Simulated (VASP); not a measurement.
Consider the following.

```xyz
3
Lattice="1.7792 -3.0817 0.0000 1.7792 3.0817 0.0000 0.0000 0.0000 5.6858" Properties=species:S:1:pos:R:3 pbc="T T T"
Hf     3.5585     0.0000     0.0000
S      1.7792     1.0272     1.4409
S      1.7792    -1.0272     4.2449
```

Computed with LDA (Ceperley-Alder, Perdew-Zunger), VASP's LDA PAW potentials (set 64) (plane waves; VASP). Numerical set-up: 400 eV cut-off, 8×8×5 Γ-centred mesh, tetrahedra with Blöchl corrections, potentials Hf_pv S.

The cores are frozen, which limits the accuracy of field gradients.

Q: Give the principal components of the electric field gradient (V/Å²) and the asymmetry η at each nucleus.

A: 
| atom | Vxx | Vyy | Vzz | η |
|---|---|---|---|---|
| Hf1 | 21.8 | 21.8 | -43.7 | 0.00 |
| S2 | -0.4 | -0.4 | 0.7 | 0.00 |
| S3 | -0.4 | -0.4 | 0.7 | 0.00 |

The compound is HfS2 in the 1T layered structure. It was relaxed first, which changed the volume by -7 %.
